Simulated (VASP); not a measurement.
Data:

```
CELL_PARAMETERS angstrom
      0.00000     3.13521     3.13521
      3.13521     0.00000     3.13521
      3.13521     3.13521     0.00000
ATOMIC_POSITIONS crystal
  Sn 0.00000 0.00000 0.00000
  Te 0.50000 0.50000 0.50000
```

Level of theory: MS2 meta-GGA, VASP's PBE PAW potentials (set 64) (plane waves; VASP). Settings: 520 eV cut-off, 8×8×8 Γ-centred mesh, tetrahedra with Blöchl corrections, potentials Sn_d Te.

Unless said otherwise, spin-orbit coupling is left out, though it shifts the bands of the heavy elements here.

### Question
Estimate the energy per atom (σ→0), band gap (over mesh and band path) with the smallest direct gap where there is one.

### Answer

```
Property                                              Result
---------------------------------------------  -------------
band gap (over mesh and band path)                   0.14 eV
smallest direct gap (over mesh and band path)        0.24 eV
energy per atom (σ→0)                          0.137 eV/atom
```

Total energies compare only between runs with the same potentials, cut-off and functional.

The compound is SnTe in the rock salt structure, which distorts at low temperature. It was relaxed first.
